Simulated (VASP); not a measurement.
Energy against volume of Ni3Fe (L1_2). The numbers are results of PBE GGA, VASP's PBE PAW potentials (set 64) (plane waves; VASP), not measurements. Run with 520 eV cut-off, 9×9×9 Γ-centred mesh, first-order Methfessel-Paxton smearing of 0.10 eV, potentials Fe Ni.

| V (Å³/atom) | E (eV/atom) |
|---|---|
| 10.792 | -6.24159 |
| 11.126 | -6.24739 |
| 11.460 | -6.24196 |
| 11.794 | -6.22665 |

Q: Fit these four points and predict the energy of the run at 10.459 Å³/atom.

A: A cubic in V^(−2/3), the third-order Birch-Murnaghan form, passes through the four points with V0 = 11.12 Å³/atom and B0 = 179 GPa, and gives -6.2231 eV/atom there. The run gave -6.2220 eV/atom, +1.1 meV/atom from the fit; all five points give B0 = 184 GPa.

The compound is Ni3Fe in the L1_2 structure. It was relaxed first.
